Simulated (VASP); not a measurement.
A convergence study with VASP on V (bcc): one setting is varied, all else stays as given below, so the limit is that of these other settings.

```
CELL_PARAMETERS angstrom
     -1.51500     1.51500     1.51500
      1.51500    -1.51500     1.51500
      1.51500     1.51500    -1.51500
ATOMIC_POSITIONS crystal
  V  0.00000 0.00000 0.00000
```

The numbers are results of PBEsol GGA, VASP's PBE PAW potentials (set 64) (plane waves; VASP), not measurements. The tightest run used: 550 eV cut-off, 27×27×27 Γ-centred mesh, first-order Methfessel-Paxton smearing of 0.10 eV, potentials V_sv.

The settings run are 1×1×1 mesh; 2×2×2 mesh; 3×3×3 mesh; 4×4×4 mesh; 6×6×6 mesh; 7×7×7 mesh; 8×8×8 mesh; 9×9×9 mesh; 10×10×10 mesh; 11×11×11 mesh; 12×12×12 mesh; 13×13×13 mesh; 15×15×15 mesh; 16×16×16 mesh; 17×17×17 mesh; 18×18×18 mesh; 19×19×19 mesh; 20×20×20 mesh; 21×21×21 mesh; 22×22×22 mesh; 24×24×24 mesh; 25×25×25 mesh; 26×26×26 mesh; 27×27×27 mesh. From which on does the energy per atom stay within 0.001 eV/atom of the tightest run?

From 18×18×18 mesh on: it is off by 0.0001 there and by no more than 0.001 in any finer run, while 17×17×17 mesh is off by 0.0019.
| setting | E (eV/atom) | pressure (GPa) | irreducible k-points | difference judged (eV/atom) |
|---|---|---|---|---|
| 1×1×1 mesh | -11.7405 | 84.99 | 1 | 2.1439 |
| 2×2×2 mesh | -9.8994 | -32.93 | 3 | 0.3029 |
| 3×3×3 mesh | -9.6905 | -12.56 | 4 | 0.0940 |
| 4×4×4 mesh | -9.6960 | -12.89 | 8 | 0.0994 |
| 6×6×6 mesh | -9.5290 | -9.85 | 16 | 0.0676 |
| 7×7×7 mesh | -9.6059 | -11.74 | 20 | 0.0093 |
| 8×8×8 mesh | -9.6056 | -13.36 | 29 | 0.0091 |
| 9×9×9 mesh | -9.5859 | -12.44 | 35 | 0.0106 |
| 10×10×10 mesh | -9.5987 | -11.21 | 47 | 0.0022 |
| 11×11×11 mesh | -9.5953 | -12.01 | 56 | 0.0012 |
| 12×12×12 mesh | -9.5893 | -11.93 | 72 | 0.0073 |
| 13×13×13 mesh | -9.5955 | -12.00 | 84 | 0.0011 |
| 15×15×15 mesh | -9.5991 | -12.44 | 120 | 0.0025 |
| 16×16×16 mesh | -9.5934 | -11.92 | 145 | 0.0032 |
| 17×17×17 mesh | -9.5947 | -11.97 | 165 | 0.0019 |
| 18×18×18 mesh | -9.5967 | -12.26 | 195 | 0.0001 |
| 19×19×19 mesh | -9.5969 | -12.24 | 220 | 0.0003 |
| 20×20×20 mesh | -9.5972 | -12.13 | 256 | 0.0007 |
| 21×21×21 mesh | -9.5965 | -12.12 | 286 | 0.0001 |
| 22×22×22 mesh | -9.5960 | -12.11 | 328 | 0.0005 |
| 24×24×24 mesh | -9.5965 | -12.18 | 413 | 0.0001 |
| 25×25×25 mesh | -9.5967 | -12.19 | 455 | 0.0002 |
| 26×26×26 mesh | -9.5969 | -12.12 | 511 | 0.0003 |
| 27×27×27 mesh | -9.5966 | -12.14 | 560 | 0.0000 |

Left out are rungs that failed or repeat a setting and relaxations that didn't move; long series are thinned to 24 rows.

The compound is V in the bcc structure. The cell was not relaxed at this level. The run is not spin-polarised, so no magnetic state was tried.
